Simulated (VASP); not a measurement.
Input:

```xyz
3
Lattice="3.5792 0.0000 0.0000 -1.7896 3.0997 0.0000 0.0000 0.0000 16.9843" Properties=species:S:1:pos:R:3 pbc="T T T"
S      1.7896     1.0332     7.4174
S      0.0000     2.0665     9.5669
Pt     0.0000     0.0000     8.4921
```

Level of theory: PBE GGA with D3 dispersion (Becke-Johnson damping), VASP's PBE PAW potentials (set 64) (plane waves; VASP). Numerical set-up: PREC = Normal, EDIFF = 1E-5, 400 eV cut-off, 12×12×1 Γ-centred mesh, Gaussian smearing of 0.050 eV, potentials S Pt.

The ions and cell shape at fixed volume are relaxed. Which structure does the run end with?

```xyz
3
Lattice="3.5397 0.0000 0.0000 -1.7698 3.0655 0.0000 0.0000 0.0000 17.3659" Properties=species:S:1:pos:R:3 pbc="T T T"
S      1.7698     1.0218     7.4422
S      0.0000     2.0436     9.9238
Pt     0.0000     0.0000     8.6830
```

How much energy does the relaxation gain?

The energy (σ→0) changes by -93.7 meV/atom, in 12 ionic steps.

| step | E(σ→0) (eV) | max force (eV/Å) | pressure (GPa) | volume (Å³) |
|---|---|---|---|---|
| 1 | -16.0006 | 1.945 | 3.14 | 188.43 |
| 2 | -16.2480 | 0.623 | 0.81 | 188.43 |
| 3 | -16.2793 | 0.001 | -0.24 | 188.43 |
| 4 | -16.2794 | 0.037 | -0.33 | 188.43 |
| 5 | -16.2810 | 0.049 | -0.24 | 188.43 |
| 6 | -16.2815 | 0.059 | -0.15 | 188.43 |
| 7 | -16.2802 | 0.078 | -0.01 | 188.43 |
| 8 | -16.2815 | 0.062 | -0.14 | 188.43 |
| 9 | -16.2815 | 0.060 | -0.15 | 188.43 |
| 10 | -16.2815 | 0.059 | -0.16 | 188.43 |
| 11 | -16.2815 | 0.058 | -0.17 | 188.43 |
| 12 | -16.2818 | 0.014 | -0.07 | 188.43 |

The cell is a sheet with vacuum, built from PtS2 (1T layered).
